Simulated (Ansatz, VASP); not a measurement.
## One calculation of HfGe, two programs

File INCAR:

```
ALGO     = Normal         # electronic algorithm
EDIFF    = 1E-6           # SCF threshold, eV
ENCUT    = 520            # plane-wave cutoff, eV
GGA      = RP             # functional
ISIF     = 2              # what is computed and relaxed
ISMEAR   = -1             # smearing method
LASPH    = True           # aspherical terms in the spheres
LCHARG   = False          # write CHGCAR
LREAL    = False          # projectors in reciprocal space
LWAVE    = False          # write WAVECAR
NBANDS   = 19             # bands
NELM     = 100            # most SCF steps
PREC     = Accurate       # precision mode
SIGMA    = 0.05           # smearing width, eV
```

Contents of KPOINTS:

```
k-points
0
Gamma
  8 8 8
```

File POSCAR:

```
HfGe
1.0
    3.5008378700      0.0000000000      0.0000000000
    0.0000000000      3.5008378700      0.0000000000
    0.0000000000      0.0000000000      3.5008378700
Hf Ge
1 1
Direct
    0.0000000000      0.0000000000      0.0000000000
    0.5000000000      0.5000000000      0.5000000000
```

input.yaml

```yaml
crystal:
  lattice:
    - [3.50083787, 0.0, 0.0]
    - [0.0, 3.50083787, 0.0]
    - [0.0, 0.0, 3.50083787]
  atoms:
    - { symbol: Hf, position: [0.0, 0.0, 0.0] }
    - { symbol: Ge, position: [0.5, 0.5, 0.5] }
hamiltonian:
  xc: rpbe
  pseudopotentials: { kind: paw }
kpoints:
  mp_grid: { grid: [8, 8, 8] }
  band_path:
    path:
      - [[0.0, 0.0, 0.0], [0.0, 0.5, 0.0], [0.5, 0.5, 0.0], [0.0, 0.0, 0.0], [0.5, 0.5, 0.5], [0.0, 0.5, 0.0]]
      - [[0.5, 0.5, 0.0], [0.5, 0.5, 0.5]]
    npoints: 14
scf:
  occupations: { method: fermi_dirac, width: 0.05 }
  n_extra_bands: 6
output:
  forces: true
  stress: true
  eigenvalues: true
  fatbands: false
```

The cell was built by a generator and needn't be a form met in nature.

Alike in both runs: functional RPBE; k mesh 8 × 8 × 8; occupations fermi-dirac, width 0.05 eV; no spin polarisation.

|  | VASP | Ansatz |
| --- | --- | --- |
| version | VASP 6.6.1 | Ansatz 0.2.0 |
| potentials or method | VASP PAW PBE potentials, release 64 (Hf_pv, Ge_d) | Ansatz PAW |
| plane-wave cutoff (eV) | 520 | 420 |
| valence electrons in the cell | 24 | 40 |
| task | single point | band structure |

```csv
,VASP,Ansatz,Ansatz less VASP
gap on the k mesh at the Fermi level (eV),none,none,-
pressure (GPa),-9.4,-9.1,+0.29
```

A gap of «none» marks a metal or a gap that the smearing closes. The functional is the same, so the differences come from potentials, cutoffs and numerics. The two sets of potentials don't hold the same shells in valence.

Caveats: the PAW data sets were made with another functional, which shifts forces and pressure a little (VASP); spin-orbit coupling is left out, which moves the levels of the heavy elements (Ansatz); the PAW data sets come from PBE, with cores solved anew for the run's functional, which leaves a small shift of forces and pressure (Ansatz). The runs have no spin-orbit coupling, so splittings on Hf are missing.
